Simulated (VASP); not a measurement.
The input files of a VASP run:

### KPOINTS
```
Automatic mesh
0
G
 7 7 7
```

INCAR:
```
LWAVE  =  F
LCHARG  =  F
PREC  =  Accurate
ENCUT  =  520   # plane-wave cut-off (eV)
LMAXMIX  =  4
ISMEAR  =  0
LMIXTAU  =  T
BPARAM  =  11.95
SIGMA  =  0.05   # width (eV)
LREAL  =  F
ALGO  =  Normal   # blocked Davidson
LASPH  =  T   # aspherical one-centre terms
SYSTEM  =  Li2Se
LUSE_VDW  =  T
ISIF  =  2   # forces and stress, cell fixed
EDIFF  =  1E-7   # SCF stop (eV)
NELM  =  100   # most electronic steps
METAGGA  =  R2SCAN
CPARAM  =  0.0093
```

**POSCAR**
```
Li2Se
1.0
  0.0000000000   2.9197037001   2.9197037001
  2.9197037001   0.0000000000   2.9197037001
  2.9197037001   2.9197037001   0.0000000000
Li Se
2 1
Cartesian
  1.4598518500   1.4598518500   1.4598518500
  4.3795555502   4.3795555502   4.3795555502
  2.9197037001   2.9197037001   5.8394074002
```

POTCAR, in this order: Li_sv Se (PBE.64 set). Program: vasp_std.

Translate this r2SCAN+rVV10 calculation to Ansatz.

One equivalent input (not run):
Ansatz 0.2 input:
```yaml
crystal:
  lattice:
    - [0.0000000, 2.9197037, 2.9197037]
    - [2.9197037, 0.0000000, 2.9197037]
    - [2.9197037, 2.9197037, 0.0000000]
  atoms:
    - { symbol: Li, position: [0.2500000, 0.2500000, 0.2500000] }
    - { symbol: Li, position: [0.7500000, 0.7500000, 0.7500000] }
    - { symbol: Se, position: [1.0000000, 1.0000000, 0.0000000] }
kpoints:
  mp_grid: { grid: [7, 7, 7] }
hamiltonian:
  xc: r2scan
  dispersion: rvv10
  pseudopotentials: { kind: paw }
scf:
  occupations: { method: gaussian, width: 0.05 }
  max_iter: 100
output: { forces: true, stress: true, eigenvalues: true }
```
What does not carry over: each code has its own PAW files, so the cut-off isn't converted (ENCUT is set for VASP's; basis.ecutwfc is left out, and Ansatz then takes the one that its files recommend); Ansatz stops its SCF on the density residual and VASP on the energy change (EDIFF).

The compound is Li2Se in the antifluorite structure. This cell is one point of a volume scan, at 0.94 of the reference volume.
